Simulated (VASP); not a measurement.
# CeSi2Pd2: structure and properties in VASP, part 2 of 4

Wanted: the relaxed cell of CeSi2Pd2 and its properties. The start is a computed cell from the Materials Project.

VASP 6.6.1, plane waves and PAW; the level of theory is named at each step.

So far. Step 2 (Magnetic start: ferromagnetic): The run ends ferromagnetic with a largest moment of 0.98 μB, and the mesh shows no gap.

## 3. Magnetic start: antiferromagnetic, q = (0, 0, 1/2)

This step: PBEsol, DFT+U (Ce f 5 eV), spin-polarised from an antiferromagnetic start; plane waves and PAW (Ce, Si, Pd) (VASP 6.6.1).

System of this step: CeSi2Pd2. The structure is tetragonal, space group I4/mmm (No. 139). The conventional cell has a = 4.236 Å, b = 4.236 Å, c = 9.906 Å, α = 90.00°, β = 90.00°, γ = 90.00°. Nearest to Ce lie 10 Si at 3.22 to 3.77 Å and 8 Pd at 3.26 Å. Nearest to Si lie 1 Si at 2.36 Å and 4 Pd at 2.48 Å and 5 Ce at 3.22 to 3.77 Å. Pd has 4 Si at 2.48 Å and 4 Pd at 3.00 Å and 4 Ce at 3.26 Å nearest. Farther neighbours are not listed.

Next, a pattern with opposite moments, which needs a doubled cell; q is given in the reciprocal vectors of the primitive cell.

INCAR reads:

```
SYSTEM = CeSi2Pd2
PREC = Accurate
ENCUT = 400
EDIFF = 1E-06
NELM = 150
ISMEAR = 1
SIGMA = 0.2
LREAL = .FALSE.
ALGO = Normal
GGA = PS
NBANDS = 55
ISPIN = 2
MAGMOM = 1 -1 0 0 0 0 0 0 0 0
LDAU = .TRUE.
LDAUTYPE = 2
LDAUL = 3 -1 -1
LDAUU = 5 0 0
LDAUJ = 0 0 0
LDAUPRINT = 1
LASPH = .TRUE.
LMAXMIX = 6
AMIX = 0.2
BMIX = 1E-04
AMIX_MAG = 0.8
BMIX_MAG = 1E-04
LORBIT = 11
LWAVE = .FALSE.
LCHARG = .FALSE.
KPAR = 8
ISIF = 2
```

POSCAR reads:

```
CeSi2Pd2
1.0
   -4.2356300536      0.0000000000      0.0000000000
    0.0000000000      4.2356300536      0.0000000000
    4.2356300536     -4.2356300536     -9.9061803044
Ce Si Pd
2 4 4
Direct
    0.0000000000      0.0000000000      0.0000000000
    0.0000000000      0.0000000000      0.5000000000
    0.3809020700      0.3809020700      0.3809020700
    0.3809020700      0.3809020700      0.8809020700
    0.6190979300      0.6190979300      0.1190979300
    0.6190979300      0.6190979300      0.6190979300
    0.2500000000      0.7500000000      0.2500000000
    0.2500000000      0.7500000000      0.7500000000
    0.7500000000      0.2500000000      0.2500000000
    0.7500000000      0.2500000000      0.7500000000
```

KPOINTS reads:

```
Automatic mesh
0
Gamma
6 6 6
0 0 0
```

The projector-augmented-wave data sets are Ce, Si and Pd (PBE family, release 64).

Launch:

```console
mpirun -np 8 vasp_std
```

The log of the run:

```text
[banner, memory and clock lines left out]
running    8 mpi-ranks, on    1 nodes
[...]
[... a notice as in an earlier step ...]

 [... a notice as in an earlier step ...]

 LDA part: xc-table for (Slater+PW92), standard interpolation
 POSCAR, INCAR and KPOINTS ok, starting setup
[...]
entering main loop
       N       E                     dE             d eps       ncg     rms          rms(c)
DAV:   1     0.654633745476E+03    0.65463E+03   -0.27264E+04  8800   0.131E+03
DAV:   2     0.488960806569E+02   -0.60574E+03   -0.52461E+03 10023   0.313E+02
DAV:   3    -0.643394310013E+02   -0.11324E+03   -0.10613E+03 11392   0.125E+02
DAV:   4    -0.715596268166E+02   -0.72202E+01   -0.68356E+01 14400   0.342E+01
[...]
DAV: 101    -0.680153422222E+02    0.97301E-01   -0.62108E-02 13562   0.209E+00    0.565E+00
DAV: 102    -0.681778368174E+02   -0.16249E+00   -0.10127E-01 14788   0.263E+00    0.686E+00
DAV: 103    -0.697888566226E+02   -0.16110E+01   -0.50001E+00 13362   0.582E+00    0.262E+01
 hard stop encountered!  aborting job ...
|                                                                             |
|           W    W    AA    RRRRR   N    N  II  N    N   GGGG   !!!           |
|           W    W   A  A   R    R  NN   N  II  NN   N  G    G  !!!           |
|           W    W  A    A  R    R  N N  N  II  N N  N  G       !!!           |
|           W WW W  AAAAAA  RRRRR   N  N N  II  N  N N  G  GGG   !            |
|           WW  WW  A    A  R   R   N   NN  II  N   NN  G    G                |
|           W    W  A    A  R    R  N    N  II  N    N   GGGG   !!!           |
|                                                                             |
|     The electronic self-consistency was not achieved in the given           |
|     number of steps (NELM). The forces and other quantities evaluated       |
|     might not be reliable so examine the results carefully. If you find     |
|     spurious results, we suggest increasing NELM, if you were close to      |
|     convergence or switching to a different ALGO or adjusting the           |
|     density mixing parameters otherwise.                                    |
|                                                                             |

 soft stop encountered!  aborting job ...
   1 F= -.69788857E+02 E0= -.69787252E+02  d E =-.481254E-02  mag=    -0.0000
 deleting file STOPCAR
```

The job ended after 16 min (8 MPI ranks of Intel Xeon Platinum 8375C at 2.90GHz (Ice Lake), shared host; peak memory 4.7 GiB).

The run was stopped at its time limit, by a STOPCAR file.

At the end rms(c) stands at 3e+00, against 2e+00 half way through the cycles shown.

More ranks or a longer limit might have been enough; this was not tried.

## 4. Magnetic start: antiferromagnetic, q = (1/2, 1/2, 1/2)

Next, a pattern with opposite moments, which needs a doubled cell; q is given in the reciprocal vectors of the primitive cell.

INCAR is that of step 3.

POSCAR reads:

```
CeSi2Pd2
1.0
   -8.4712601072      0.0000000000      0.0000000000
   -4.2356300536      4.2356300536      0.0000000000
   -2.1178150268     -2.1178150268     -4.9530901522
Ce Si Pd
2 4 4
Direct
    0.0000000000      0.0000000000      0.0000000000
    0.5000000000      0.0000000000      0.0000000000
    0.6190979300      0.3809020700      0.7618041400
    0.1190979300      0.3809020700      0.7618041400
    0.8809020700      0.6190979300      0.2381958600
    0.3809020700      0.6190979300      0.2381958600
    0.5000000000      0.7500000000      0.5000000000
    0.0000000000      0.7500000000      0.5000000000
    0.0000000000      0.2500000000      0.5000000000
    0.5000000000      0.2500000000      0.5000000000
```

KPOINTS is that of step 3.

Launch:

```console
mpirun -np 8 vasp_std
```

The log of the run:

```text
[... set-up lines as in an earlier step ...]
 entering main loop
       N       E                     dE             d eps       ncg     rms          rms(c)
DAV:   1     0.654876197878E+03    0.65488E+03   -0.27334E+04 11440   0.131E+03
DAV:   2     0.492283096077E+02   -0.60565E+03   -0.52417E+03 12965   0.313E+02
DAV:   3    -0.645792675894E+02   -0.11381E+03   -0.10690E+03 14682   0.125E+02
DAV:   4    -0.715602987760E+02   -0.69810E+01   -0.66320E+01 18560   0.341E+01
[...]
DAV:  67    -0.670462210117E+02   -0.17234E+01   -0.35816E+00 17954   0.459E+00    0.269E+01
DAV:  68    -0.671121315131E+02   -0.65911E-01   -0.10067E-01 17195   0.141E+00    0.280E+01
DAV:  69    -0.665697180198E+02    0.54241E+00   -0.37840E-01 20044   0.242E+00    0.251E+01
 hard stop encountered!  aborting job ...
 [... a notice as in an earlier step ...]

 soft stop encountered!  aborting job ...
   1 F= -.66569718E+02 E0= -.66565104E+02  d E =-.138409E-01  mag=     0.0000
 deleting file STOPCAR
```

Run time: 17 min. Hardware: 8 MPI ranks; peak memory 5.9 GiB.

The run was stopped at its time limit, by a STOPCAR file.

At the end rms(c) stands at 3e+00, against 4e+00 half way through the cycles shown.

More ranks or a longer limit might have been enough; this was not tried.

## 5. Magnetic start: antiferromagnetic, q = (1/2, 0, 0)

Next, a pattern with opposite moments, which needs a doubled cell; q is given in the reciprocal vectors of the primitive cell.

INCAR is that of step 4.

POSCAR reads:

```
CeSi2Pd2
1.0
   -8.4712601072      0.0000000000      0.0000000000
    0.0000000000      4.2356300536      0.0000000000
    2.1178150268     -2.1178150268     -4.9530901522
Ce Si Pd
2 4 4
Direct
    0.0000000000      0.0000000000      0.0000000000
    0.5000000000      0.0000000000      0.0000000000
    0.1904510350      0.3809020700      0.7618041400
    0.6904510350      0.3809020700      0.7618041400
    0.3095489650      0.6190979300      0.2381958600
    0.8095489650      0.6190979300      0.2381958600
    0.1250000000      0.7500000000      0.5000000000
    0.6250000000      0.7500000000      0.5000000000
    0.3750000000      0.2500000000      0.5000000000
    0.8750000000      0.2500000000      0.5000000000
```

KPOINTS reads:

```
Automatic mesh
0
Gamma
3 6 6
0 0 0
```

Launch:

```console
mpirun -np 8 vasp_std
```

The log of the run:

```text
[banner, memory and clock lines left out]
running    8 mpi-ranks, on    1 nodes
[...]
[... a notice as in an earlier step ...]

 [... a notice as in an earlier step ...]

 LDA part: xc-table for (Slater+PW92), standard interpolation
|                                                                             |
|           W    W    AA    RRRRR   N    N  II  N    N   GGGG   !!!           |
|           W    W   A  A   R    R  NN   N  II  NN   N  G    G  !!!           |
|           W    W  A    A  R    R  N N  N  II  N N  N  G       !!!           |
|           W WW W  AAAAAA  RRRRR   N  N N  II  N  N N  G  GGG   !            |
|           WW  WW  A    A  R   R   N   NN  II  N   NN  G    G                |
|           W    W  A    A  R    R  N    N  II  N    N   GGGG   !!!           |
|                                                                             |
|     Your reciprocal lattice and k-lattice belong to different lattice       |
|     classes:                                                                |
|                                                                             |
|        The reciprocal lattice is base-centered monoclinic,                  |
|        whereas your k-lattice is body-centered tetragonal.                  |
|                                                                             |
|     Results are often still useful ...                                      |
|                                                                             |

 POSCAR, INCAR and KPOINTS ok, starting setup
[...]
entering main loop
       N       E                     dE             d eps       ncg     rms          rms(c)
DAV:   1     0.656828612379E+03    0.65683E+03   -0.27240E+04  7480   0.131E+03
DAV:   2     0.504506818670E+02   -0.60638E+03   -0.52536E+03  8481   0.314E+02
DAV:   3    -0.644237940244E+02   -0.11487E+03   -0.10765E+03  9707   0.125E+02
DAV:   4    -0.715705501316E+02   -0.71468E+01   -0.68623E+01 12256   0.348E+01
[...]
DAV: 108    -0.677979588454E+02   -0.22936E-04   -0.24791E-05  9048   0.395E-02    0.190E-02
DAV: 109    -0.677979708154E+02   -0.11970E-04   -0.13351E-05  8680   0.236E-02    0.162E-02
DAV: 110    -0.677979809574E+02   -0.10142E-04   -0.14544E-05  9568   0.322E-02    0.156E-02
 hard stop encountered!  aborting job ...
 [... a notice as in an earlier step ...]

 soft stop encountered!  aborting job ...
   1 F= -.67797981E+02 E0= -.67800879E+02  d E =0.869346E-02  mag=     0.0000
 deleting file STOPCAR
```

Elapsed: 16 min, on 8 MPI ranks; peak memory 4.5 GiB.

The run was stopped at its time limit, by a STOPCAR file.

At the end rms(c) stands at 2e-03, against 1e-01 half way through the cycles shown.

More ranks or a longer limit might have been enough; this was not tried.

(Continued in part 3 of 4.)

[Lines on the potential files, build, host, timing and source positions are cut from VASP's logs without a mark.]

[Logs are printed without paths, hosts, clocks, repeated set-up lines and the standing remarks that a program may print on its own settings, such as how far it seeks lower states.]

[Hosts, paths, dates, database ids (printed as entryN), source tags and the programs' standing remarks are cut or masked in the printed files.]

[A measured line is paired with the nearest computed mode of its activity, which favours agreement.]

[In band tables of VASP the shares of atoms and orbitals are scaled to a sum of 1 inside the atoms' spheres.]
